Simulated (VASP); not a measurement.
Calculation: PBEsol GGA, VASP's PBE PAW potentials (set 64) (plane waves; VASP).

A VASP calculation is set up with these files.

**KPOINTS**
```
k-points along high-symmetry lines
10
Line-mode
Reciprocal
  0.000000   0.000000   0.000000 ! GAMMA
  0.500000  -0.000000   0.000000 ! M

  0.500000  -0.000000   0.000000 ! M
  0.333333   0.333333   0.000000 ! K

  0.333333   0.333333   0.000000 ! K
  0.000000   0.000000   0.000000 ! GAMMA

  0.000000   0.000000   0.000000 ! GAMMA
  0.000000   0.000000   0.500000 ! A

  0.000000   0.000000   0.500000 ! A
  0.500000  -0.000000   0.500000 ! L

  0.500000  -0.000000   0.500000 ! L
  0.333333   0.333333   0.500000 ! H

  0.333333   0.333333   0.500000 ! H
  0.000000   0.000000   0.500000 ! A

  0.500000  -0.000000   0.500000 ! L
  0.500000  -0.000000   0.000000 ! M

  0.333333   0.333333   0.500000 ! H
  0.333333   0.333333   0.000000 ! K
```

### INCAR
```
MAGMOM = 2.6 2.6 -0.1 -0.1
EDIFF = 1E-7   # SCF stop (eV)
NELM = 100   # most electronic steps
LORBIT = 11   # lm-projected
ISPIN = 2   # spin-polarised
SYSTEM = VSe
ISMEAR = 0   # Gaussian
ICHARG = 11   # fixed density
LREAL = F   # projection in real space or not
SIGMA = 0.05   # width (eV)
GGA = PS   # PBEsol
LCHARG = F
LASPH = T
LMAXMIX = 4
PREC = Accurate
ENCUT = 400
ALGO = Normal   # blocked Davidson
LWAVE = F
```

**POSCAR**
```
VSe
1.0
  3.8738820036   0.0000000000   0.0000000000
 -1.9369410018   3.3548801050   0.0000000000
  0.0000000000   0.0000000000   6.9955954721
V Se
2 2
Cart
 -0.0000019369   2.2365878550   0.0670039652
  1.9369429387   1.1182922500   3.5648017013
 -0.0000019369   2.2365878550   2.5563443368
  1.9369429387   1.1182922500   6.0541420729
```

POTCAR, in this order: V_sv Se (PBE.64 set). Program: vasp_std. Read from the step before: CHGCAR.

The resulting files:

File OSZICAR:
```
       N       E                     dE             d eps       ncg     rms          rms(c)
DAV:   1     0.351247523624E+03    0.35125E+03   -0.19606E+04 11120   0.115E+03
DAV:   2    -0.691305375629E+01   -0.35816E+03   -0.34816E+03 10088   0.381E+02
DAV:   3    -0.268740336941E+02   -0.19961E+02   -0.19322E+02 11636   0.874E+01
DAV:   4    -0.273881028993E+02   -0.51407E+00   -0.50119E+00 10944   0.121E+01
DAV:   5    -0.273972708915E+02   -0.91680E-02   -0.91481E-02 10854   0.154E+00
DAV:   6    -0.273974992782E+02   -0.22839E-03   -0.22836E-03 11032   0.215E-01
DAV:   7    -0.273975044601E+02   -0.51820E-05   -0.51815E-05 11002   0.320E-02
DAV:   8    -0.273975046304E+02   -0.17027E-06   -0.17009E-06 10804   0.507E-03
DAV:   9    -0.273975046363E+02   -0.59536E-08   -0.62688E-08  6958   0.893E-04
   1 F= -.27397505E+02 E0= -.27395460E+02  d E =-.408988E-02  mag=     6.0001
```

File OUTCAR:
```



 magnetization (x)

# of ion       s       p       d       tot
------------------------------------------
    1        0.044   0.027   2.515   2.585
    2        0.044   0.027   2.515   2.585
    3       -0.013  -0.134   0.048  -0.099
    4       -0.013  -0.134   0.048  -0.099
--------------------------------------------------
tot          0.062  -0.215   5.125   4.972
```
(Selected blocks of OUTCAR.)

File OUTCAR:
```
 val. band max:        5.1603914819   @ k =   0.3889   0.2222   0.0000

 cond. band min:       5.1670181937   @ k =   0.1111   0.1111   0.5000



 spin component 1

 k-point     1 :       0.0000    0.0000    0.0000
  band No.  band energies     occupation
      1     -59.8063      1.00000
      2     -59.8057      1.00000
      3     -33.8384      1.00000
      4     -33.8248      1.00000
      5     -33.8221      1.00000
      6     -33.8220      1.00000
      7     -33.8202      1.00000
      8     -33.8202      1.00000
      9      -9.4441      1.00000
     10      -8.8530      1.00000
     11      -1.0117      1.00000
     12       0.6344      1.00000
     13       1.2155      1.00000
     14       1.2156      1.00000
     15       1.4442      1.00000
     16       1.4442      1.00000
     17       3.9585      1.00000
     18       3.9585      1.00000
     19       4.3707      1.00000
     20       4.3874      1.00000
     21       4.3874      1.00000
     22       5.8408      0.00000
     23       6.3238      0.00000
     24       6.3238      0.00000
     25       7.5229      0.00000
     26       7.7232      0.00000

 k-point     2 :       0.0556    0.0000    0.0000
  band No.  band energies     occupation
      1     -59.8064      1.00000
      2     -59.8057      1.00000
      3     -33.8386      1.00000
      4     -33.8251      1.00000
      5     -33.8227      1.00000
      6     -33.8223      1.00000
      7     -33.8211      1.00000
      8     -33.8204      1.00000
      9      -9.4254      1.00000
     10      -8.8412      1.00000
     11      -0.9807      1.00000
     12       0.6472      1.00000
     13       1.1380      1.00000
     14       1.2169      1.00000
     15       1.3829      1.00000
     16       1.4476      1.00000
     17       3.9309      1.00000
     18       3.9586      1.00000
     19       4.2978      1.00000
     20       4.3909      1.00000
     21       4.4407      1.00000
...
```

The density is held fixed in this step, so its total energy and stress have no physical meaning.

The structure was generated: VSe was put into the wurtzite type (P6_3mc), which need not be its known phase. It was relaxed first, which changed the volume by -27 %.
